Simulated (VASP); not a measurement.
Given:

```xyz
4
Lattice="1.2178 -2.1093 0.0000 1.2178 2.1093 0.0000 0.0000 0.0000 6.5474" Properties=species:S:1:pos:R:3 pbc="T T T"
C      0.0000     0.0000     1.6368
C      0.0000     0.0000     4.9105
C      1.2178     0.7031     1.6368
C      1.2178    -0.7031     4.9105
```

Level of theory: PBE GGA with D4 dispersion, VASP's PBE PAW potentials (set 64) (plane waves; VASP). Settings: 520 eV cut-off, 10×10×4 Γ-centred mesh, Gaussian smearing of 0.050 eV, potentials C.

The ions and cell shape at fixed volume are relaxed. Predict the relaxed structure.

```xyz
4
Lattice="1.2287 -2.1281 0.0000 1.2287 2.1281 0.0000 0.0000 0.0000 6.4322" Properties=species:S:1:pos:R:3 pbc="T T T"
C      0.0000     0.0000     1.6080
C      0.0000     0.0000     4.8241
C      1.2287     0.7094     1.6080
C      1.2287    -0.7094     4.8241
```
Space group P6_3/mmc (194), at a tolerance of 0.03 Å.

How much energy does the relaxation gain?

The energy (σ→0) changes by -6.1 meV/atom, in 3 ionic steps.

| step | E(σ→0) (eV) | max force (eV/Å) | pressure (GPa) | volume (Å³) |
|---|---|---|---|---|
| 1 | -37.5199 | 0.000 | 9.47 | 33.64 |
| 2 | -37.5426 | 0.000 | -0.18 | 33.64 |
| 3 | -37.5443 | 0.000 | 1.76 | 33.64 |

The compound is C in the graphite structure. This cell is one point of a volume scan, at 0.97 of the reference volume. Symmetry was kept, so distortions that lower it aren't found.
